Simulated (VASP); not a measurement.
Energy against volume of KMgF$_{3}$ (cubic perovskite). Level of theory: optB88-vdW, VASP's PBE PAW potentials (set 64) (plane waves; VASP). Settings: 520 eV cut-off, 6×6×6 Γ-centred mesh, Gaussian smearing of 0.050 eV, potentials K_sv Mg F.

```
V (Å³/atom)  E (eV/atom)
-----------  -----------
12.379          -3.16839
12.762          -3.17226
13.145          -3.17064
13.528          -3.16435
```

Problem. Fit these four points and predict the energy of the run at 11.996 Å³/atom.

Solution. A cubic in V^(−2/3), the third-order Birch-Murnaghan form, passes through the four points with V0 = 12.83 Å³/atom and B0 = 75 GPa, and gives -3.1581 eV/atom there. The run gave -3.1580 eV/atom, +0.1 meV/atom from the fit; all five points give B0 = 75 GPa.

The compound is KMgF3 in the cubic perovskite structure. It was relaxed first.
